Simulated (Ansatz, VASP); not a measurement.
# Cross-check of Si3N4 between VASP and Ansatz, part 3 of 3

Aim: how closely do two programs agree when they are given the same cell, functional and k mesh? The cell is taken from a series of runs on this material, whose earlier steps may have relaxed, scaled, displaced or heated it; both programs get it as it stands.

VASP 6.6.1 and Ansatz 0.2.0.

So far: The starting structure; Ansatz: relaxation of cell and atoms, PBE; VASP: relaxation of cell and atoms, PBE; Side by side.

## Step 5: VASP: zone-centre phonons, PBE

Level of this step: PBE; plane waves and PAW (Si, N) (VASP).

Second derivatives magnify differences that forces hide, and they need a tight electronic threshold.

INCAR

```
SYSTEM = Si3N4
PREC = Accurate
ENCUT = 600
EDIFF = 1E-08
NELM = 120
ISMEAR = 0
SIGMA = 0.01
LREAL = .FALSE.
ALGO = Normal
GGA = PE
NBANDS = 46
LORBIT = 11
LWAVE = .FALSE.
LCHARG = .FALSE.
ISIF = 2
IBRION = 8
LASPH = .TRUE.
GGA_COMPAT = .FALSE.
EFERMI = MIDGAP
KPAR = 4
```

POSCAR

```
Si3N4
1.0
    7.6631795705      0.0000000000      0.0000000000
   -3.8315897853      6.6365081818      0.0000000000
    0.0000000000      0.0000000000      2.9262732569
Si N
6 8
Direct
    0.7689036302      0.1750049780      0.2500000000
    0.5938986522      0.7689036302      0.7500000000
    0.8249950220      0.5938986522      0.2500000000
    0.2310963698      0.8249950220      0.7500000000
    0.4061013478      0.2310963698      0.2500000000
    0.1750049780      0.4061013478      0.7500000000
    0.0308286695      0.3300006459      0.2500000000
    0.7008280237      0.0308286695      0.7500000000
    0.6699993541      0.7008280237      0.2500000000
    0.9691713305      0.6699993541      0.7500000000
    0.2991719763      0.9691713305      0.2500000000
    0.3300006459      0.2991719763      0.7500000000
    0.6666666667      0.3333333333      0.2500000000
    0.3333333333      0.6666666667      0.7500000000
```

KPOINTS

```
Automatic mesh
0
Gamma
3 3 8
0 0 0
```

The projector-augmented-wave data sets are Si and N (PBE family, release 64).

Command:

```bash
$ mpirun -np 4 vasp_std
```

Numbers of over 12 decimals in the logs are rounded to 6 here.

The program printed:

```text
[... set-up lines as in an earlier step ...]
 entering main loop
       N       E                     dE             d eps       ncg     rms          rms(c)
DAV:   1     0.306079878984E+03    0.30608E+03   -0.34337E+04  1388   0.144E+03
DAV:   2    -0.105897122792E+03   -0.41198E+03   -0.39187E+03  1776   0.301E+02
DAV:   3    -0.130579837426E+03   -0.24683E+02   -0.24508E+02  1768   0.774E+01
DAV:   4    -0.130960382341E+03   -0.38054E+00   -0.37933E+00  1728   0.985E+00
[...]
DAV:  17    -0.114555645954E+03    0.27650E-07   -0.15149E-08  1284   0.585E-04    0.221E-04
DAV:  18    -0.114555645941E+03    0.12829E-07   -0.39799E-09  1128   0.345E-04    0.867E-05
DAV:  19    -0.114555645945E+03   -0.41946E-08   -0.12978E-09   942   0.233E-04
   1 F= -.11455565E+03 E0= -.11455565E+03  d E =0.000000E+00
 Linear response reoptimize wavefunctions to high precision
DAV:   1    -0.114555645946E+03   -0.85947E-09   -0.14880E-10   942   0.813E-05
DAV:   2    -0.114555645946E+03   -0.11096E-09   -0.35563E-11   942   0.271E-05
[...]
RMM:  10    -0.255782163623E+00    0.41477E-06    0.11769E-07  4298   0.290E-04    0.259E-05
RMM:  11    -0.255782113622E+00    0.50001E-07    0.25572E-08  4511   0.135E-04    0.111E-05
RMM:  12    -0.255782107055E+00    0.65670E-08    0.47881E-08  4556   0.115E-04    0.496E-06
 first order change of Fermi-energy  -0.43632E-05
 force on displaced ion      13 direction 1 : -36.628   0.001   0.000
 Linear response progress:
  Degree of freedom:   8/  8
       N       E                     dE             d eps       ncg     rms          rms(c)
RMM:   1    -0.239239384324E+00   -0.23924E+00    0.79153E-02  3561   0.171E+00
RMM:   2    -0.237234029331E+00    0.20054E-02   -0.80876E-03  3098   0.277E-01    0.168E-01
RMM:   3    -0.238367728526E+00   -0.11337E-02   -0.86272E-04  2903   0.107E-01    0.835E-02
RMM:   4    -0.240145569170E+00   -0.17778E-02   -0.70197E-04  3064   0.948E-02    0.207E-02
[...]
RMM:  11    -0.240269277187E+00    0.22003E-07   -0.74984E-08  3859   0.115E-04    0.265E-06
RMM:  12    -0.240269295828E+00   -0.18641E-07    0.37124E-08  3878   0.113E-04    0.638E-07
RMM:  13    -0.240269290834E+00    0.49938E-08   -0.78782E-08  3749   0.112E-04    0.288E-07
 first order change of Fermi-energy   0.18311E-03
 force on displaced ion      13 direction 3 :  -0.000  -0.000  -5.989
 Linear response finished
```

From OUTCAR (step 5):

```text
  Total       -0.3012723     -0.3012723     -0.3393682     -0.0000000      0.0000000      0.0000000
  in kB       -3.2434435     -3.2434435     -3.6535765     -0.0000004      0.0000000      0.0000000
[...]
free  energy   TOTEN  =      -114.5556459450 eV

[... 1 part as in an earlier step ...]
```

## Step 6: Ansatz: zone-centre phonons, PBE

The same cell, functional and mesh now go to Ansatz, which takes its cutoff from its data sets.

The cell is taken from a series of runs on this material, whose earlier steps may have relaxed, scaled, displaced or heated it; both programs get it as it stands.

input.yaml

```yaml
crystal:
  lattice:
    - [7.6631795705, 0.0, 0.0]
    - [-3.8315897853, 6.6365081818, 0.0]
    - [0.0, 0.0, 2.9262732569]
  atoms:
    - { symbol: Si, position: [0.7689036302, 0.175004978, 0.25] }
    - { symbol: Si, position: [0.5938986522, 0.7689036302, 0.75] }
    - { symbol: Si, position: [0.824995022, 0.5938986522, 0.25] }
    - { symbol: Si, position: [0.2310963698, 0.824995022, 0.75] }
    - { symbol: Si, position: [0.4061013478, 0.2310963698, 0.25] }
    - { symbol: Si, position: [0.175004978, 0.4061013478, 0.75] }
    - { symbol: "N", position: [0.0308286695, 0.3300006459, 0.25] }
    - { symbol: "N", position: [0.7008280237, 0.0308286695, 0.75] }
    - { symbol: "N", position: [0.6699993541, 0.7008280237, 0.25] }
    - { symbol: "N", position: [0.9691713305, 0.6699993541, 0.75] }
    - { symbol: "N", position: [0.2991719763, 0.9691713305, 0.25] }
    - { symbol: "N", position: [0.3300006459, 0.2991719763, 0.75] }
    - { symbol: "N", position: [0.6666666667, 0.3333333333, 0.25] }
    - { symbol: "N", position: [0.3333333333, 0.6666666667, 0.75] }
kpoints:
  mp_grid: { grid: [3, 3, 8] }
hamiltonian:
  xc: pbe
  pseudopotentials: { kind: paw, azcp: { folder: soft_1 } }
scf:
  occupations: { method: fixed }
output:
  eigenvalues: true
phonons:
  method: dfpt
```

Command:

```bash
$ ansatz run input.yaml --threads 4 --pin off --max-ram 8192MiB --backend cpu --events-out ev --progress --plain --runs-dir out
```

The program printed:

```text
zone centre: on kpoints.mp_grid the ground state, and the responses unless they are solved on pairs of k-points, stand on 25 of the mesh's 72 k-points, reduced under 2 symmetry operations, with k and −k counted as one. Each operation leaves every solved displacement unchanged or reverses it
[...]
Crystal: 14 atoms, lattice volume = 148.821 Å³
[...]
Γ frequencies (cm⁻¹): 0.00 0.00 0.00 176.47 176.47 197.86 218.70 218.70 240.78 262.65 296.52 296.52 356.13 392.96 408.48 408.48 429.49 429.49 440.28 538.23 547.75 547.75 594.75 594.75 630.09 701.72 822.40 831.66 831.66 835.12 835.12 848.96 859.49 859.49 891.80 891.80 904.54 993.09 993.09 1006.21 1006.21 1027.19
  non-analytic LO–TO correction: not included (Born effective charges unavailable; polar crystals: no LO–TO splitting at Γ)
[key lines of the parts left out:]
SCF converged after 11 iterations
Free energy (F): -6901.828671 eV
Fermi energy:    8.007532 eV
```

## Step 7: Differences

Compared:

| quantity | Ansatz | VASP | difference |
| --- | --- | --- | --- |
| optical mode 1 to 2 (cm⁻¹) | 176.5 | 177.0 | -0.31 % |
| optical mode 3 (cm⁻¹) | 197.9 | 198.3 | -0.22 % |
| optical mode 4 to 5 (cm⁻¹) | 218.7 | 219.3 | -0.26 % |
| optical mode 6 (cm⁻¹) | 240.8 | 242.9 | -0.88 % |
| optical mode 7 (cm⁻¹) | 262.6 | 263.7 | -0.41 % |
| optical mode 8 to 9 (cm⁻¹) | 296.5 | 297.5 | -0.33 % |
| optical mode 10 (cm⁻¹) | 356.1 | 358.3 | -0.61 % |
| optical mode 11 (cm⁻¹) | 393.0 | 395.1 | -0.55 % |
| optical mode 12 to 13 (cm⁻¹) | 408.5 | 410.4 | -0.48 % |
| optical mode 14 to 15 (cm⁻¹) | 429.5 | 431.4 | -0.43 % |
| optical mode 16 (cm⁻¹) | 440.3 | 441.7 | -0.32 % |
| optical mode 17 (cm⁻¹) | 538.2 | 539.2 | -0.18 % |
| optical mode 18 to 19 (cm⁻¹) | 547.8 | 549.3 | -0.28 % |
| optical mode 20 to 21 (cm⁻¹) | 594.8 | 595.7 | -0.15 % |
| optical mode 22 (cm⁻¹) | 630.1 | 630.7 | -0.10 % |
| optical mode 23 (cm⁻¹) | 701.7 | 702.7 | -0.14 % |
| optical mode 24 (cm⁻¹) | 822.4 | 824.6 | -0.27 % |
| optical mode 25 to 26 (cm⁻¹) | 831.7 | 833.7 | -0.24 % |
| optical mode 27 to 28 (cm⁻¹) | 835.1 | 837.2 | -0.25 % |
| optical mode 29 (cm⁻¹) | 849.0 | 851.7 | -0.32 % |
| optical mode 30 to 31 (cm⁻¹) | 859.5 | 861.8 | -0.27 % |
| optical mode 32 to 33 (cm⁻¹) | 891.8 | 894.5 | -0.30 % |
| optical mode 34 (cm⁻¹) | 904.5 | 906.4 | -0.21 % |
| optical mode 35 to 36 (cm⁻¹) | 993.1 | 992.6 | +0.04 % |
| optical mode 37 to 38 (cm⁻¹) | 1006.2 | 1005.7 | +0.05 % |
| optical mode 39 (cm⁻¹) | 1027.2 | 1026.4 | +0.08 % |

Modes are paired by rising frequency, not by their patterns, so a pair may set unlike modes beside each other; they are those without the splitting of longitudinal modes.

## Step 8: Outcome

| Quantity | Value |
| --- | --- |
| difference in volume (relaxation of cell and atoms, PBE) | 0.14 % |
| r.m.s. difference of the optical zone-centre modes, each program's sorted by frequency (zone-centre phonons, PBE) | 1.6 cm⁻¹ |
| difference in optical mode 6 (zone-centre phonons, PBE) | -0.9 % |

The difference in volume is 0.14 % (relaxation of cell and atoms, PBE), within the 1.2 % picked in this series as the mark of a large difference, as far as the stopping tolerances let one tell. Among the rows given in per cent, the largest difference of the zone-centre phonons, PBE pair is in optical mode 6, -0.9 %. 1 further run of this series is not shown here. Such differences can come from data sets, numerical settings and the points named under the comparisons, not from the functional's error against experiment.

[Lines on the potential files, build, host, timing and source positions are cut from VASP's logs without a mark.]

[Logs are printed without paths, hosts, clocks, repeated set-up lines and the standing remarks that a program may print on its own settings, such as how far it seeks lower states.]

[Hosts, paths, dates, database ids (printed as entryN), source tags and the programs' standing remarks are cut or masked in the printed files.]
